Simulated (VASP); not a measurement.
An input for Quantum ESPRESSO's pw.x (written as the equivalent of a VASP run, and not itself run):

```
&CONTROL
  calculation = 'vc-relax'
  pseudo_dir = './pseudo'
  outdir = './out'
  tprnfor = .true.
  tstress = .true.
  nstep = 40
  forc_conv_thr = 0.00078
/
&SYSTEM
  ibrav = 0
  nat = 4
  ntyp = 2
  ecutwfc = 82
  occupations = 'smearing'
  smearing = 'gaussian'
  degauss = 0.003675
  input_dft = 'pz'
/
&ELECTRONS
  conv_thr = 7.3e-08
  electron_maxstep = 100
/
&IONS
/
&CELL
  press = 200
/
ATOMIC_SPECIES
  Si 28.085 Si.upf
  C 12.011 C.upf
CELL_PARAMETERS angstrom
     1.4912058   -2.5828440   -0.0000000
     1.4912058    2.5828440   -0.0000000
     0.0000000    0.0000000    4.8930396
ATOMIC_POSITIONS crystal
  Si   0.6666670  0.3333330  0.4996126
  Si   0.3333330  0.6666670  0.9996126
  C    0.6666670  0.3333330  0.8753874
  C    0.3333330  0.6666670  0.3753874
K_POINTS automatic
  9 9 5 0 0 0
```

### Question
Write the VASP files for the same calculation (LDA).

### Answer
Several could match; the one computed here: 
### INCAR
```
! general
SYSTEM =SiC
PREC   =Accurate
ENCUT  =620   ! plane-wave cut-off (eV)
LREAL  =.FALSE.   ! projection in real space or not
LASPH  =.TRUE.   ! aspherical one-centre terms

! electronic loop
EDIFF  =1E-6
NELM   =100
ALGO   =Normal   ! blocked Davidson

! smearing
ISMEAR =0
SIGMA  =0.05   ! width (eV)

! ions
IBRION =2   ! conjugate gradients
NSW    =40   ! most ionic steps
ISIF   =3   ! ions, shape and volume
EDIFFG =-0.02   ! ionic stop
PSTRESS=200   ! kbar

! output
LWAVE  =.FALSE.
LCHARG =.FALSE.
```

KPOINTS:
```
Automatic mesh
0
Gamma
9 9 5
0 0 0
```

**POSCAR**
```
SiC
1
    1.4912058247    -2.5828440120    -0.0000000000
    1.4912058247     2.5828440120    -0.0000000000
    0.0000000000     0.0000000000     4.8930395725
Si C
2 2
Direct
  0.6666670000   0.3333330000   0.4996125739
  0.3333330000   0.6666670000   0.9996125739
  0.6666670000   0.3333330000   0.8753874261
  0.3333330000   0.6666670000   0.3753874261
```

POTCAR, in this order: Si C (LDA.64 set). Program: vasp_std.

The two are equivalent in intent, not identical: the potentials are each code's own (VASP's PAW set, PseudoDojo norm-conserving files in pw.x), so ENCUT and ecutwfc are chosen apart and not converted; conv_thr bounds pw.x's estimated SCF error, while EDIFF bounds the energy change between steps; forc_conv_thr acts on force components and is met together with etot_conv_thr.

The compound is SiC in the wurtzite structure, the rare 2H polytype. It was relaxed first under an external pressure of 20 GPa.
